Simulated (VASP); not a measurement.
Consider the following.

```xyz
2
Lattice="4.3414 0.0000 0.0000 0.0000 4.3414 0.0000 0.0000 0.0000 4.3414" Properties=species:S:1:pos:R:3 pbc="T T T"
Cs     0.0000     0.0000     0.0000
Br     2.1707     2.1707     2.1707
```

Calculation: AM05 GGA, VASP's PBE PAW potentials (set 64) (plane waves; VASP). Run with 520 eV cut-off, 6×6×6 Γ-centred mesh, Gaussian smearing of 0.050 eV, potentials Cs_sv Br.

Unless said otherwise, spin-orbit coupling is left out, though it shifts the bands of the heavy elements here.

**Question.** Estimate the energy per atom (σ→0), band gap (on the k-mesh) with the smallest direct gap where there is one.

**Answer.** 
* **band gap (on the k-mesh)**: 4.35 eV
* **smallest direct gap (on the k-mesh)**: 4.37 eV
* **energy per atom (σ→0)**: -2.970 eV/atom

The compound is CsBr in the CsCl type structure. It was relaxed first. The start is the result of an earlier pass.
